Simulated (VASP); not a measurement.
Data:

```xyz
2
Lattice="0.0000 2.8917 2.8917 2.8917 0.0000 2.8917 2.8917 2.8917 0.0000" Properties=species:S:1:pos:R:3 pbc="T T T"
Zn     0.0000     0.0000     0.0000
Se     1.4458     1.4458     1.4459
```

The numbers are results of PBE GGA + U (Dudarev), VASP's PBE PAW potentials (set 64) (plane waves; VASP), not measurements. Run with 400 eV cut-off, 7×7×7 Γ-centred mesh, Gaussian smearing of 0.050 eV, potentials Zn Se, U − J: Zn 5.00 eV.

Q: Give the stress tensor in GPa (positive for a compressed cell).

A: 
```
-2.46   0.00   0.00
 0.00  -2.46   0.00
 0.00   0.00  -2.46
```
The pressure is its mean diagonal, -2.46 GPa.

The compound is ZnSe in the zinc blende structure. The cell was not relaxed at this level. The run is one of a series of settings (LDAU = .TRUE., LDAUJ = 0 0, LDAUL = 2 -1, LDAUTYPE = 2, LDAUU = 5.0 0, LMAXMIX = 2 against the base run), some of them coarse on purpose.
